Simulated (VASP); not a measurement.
OSZICAR of a VASP run on Si (diamond):

### OSZICAR
```
       N       E                     dE             d eps       ncg     rms          rms(c)
DAV:   1     0.101554204292E+02    0.10155E+02   -0.25387E+03   512   0.646E+02
DAV:   2    -0.101667351834E+02   -0.20322E+02   -0.18552E+02   704   0.111E+02
DAV:   3    -0.109954113678E+02   -0.82868E+00   -0.82166E+00   680   0.205E+01
DAV:   4    -0.110049456917E+02   -0.95343E-02   -0.95323E-02   608   0.283E+00
DAV:   5    -0.110051094602E+02   -0.16377E-03   -0.16376E-03   672   0.341E-01    0.489E+00
DAV:   6    -0.108776495966E+02    0.12746E+00   -0.52080E-02   592   0.152E+00    0.299E+00
DAV:   7    -0.108193811373E+02    0.58268E-01   -0.10837E-01   600   0.229E+00    0.203E-01
DAV:   8    -0.108206825938E+02   -0.13015E-02   -0.69001E-03   600   0.592E-01    0.149E-01
DAV:   9    -0.108209811773E+02   -0.29858E-03   -0.28257E-04   592   0.133E-01    0.699E-02
DAV:  10    -0.108210843213E+02   -0.10314E-03   -0.77341E-05   592   0.675E-02    0.236E-02
DAV:  11    -0.108210973356E+02   -0.13014E-04   -0.20529E-05   560   0.327E-02    0.487E-03
DAV:  12    -0.108210976546E+02   -0.31897E-06   -0.83260E-07   576   0.818E-03
   1 F= -.10821098E+02 E0= -.10821098E+02  d E =-.945950E-17  mag=    -0.0000     0.0000    -0.0000
```

**Question.** Which electronic solver shows in the log?

**Answer.** It is blocked Davidson (ALGO = Normal, or the opening steps of other solvers). The INCAR had ALGO = Normal.

**Question.** How was spin treated?

**Answer.** With non-collinear spinors: mag has three components.

**Question.** Can the final energy be trusted as converged?

**Answer.** The run converged. It stopped with EDIFF = 1E-6, NELM = 100 (PBE GGA with spin-orbit coupling, plane waves, VASP's PBE PAW potentials (set 64)).

The compound is Si in the diamond structure. The cell was not relaxed at this level.
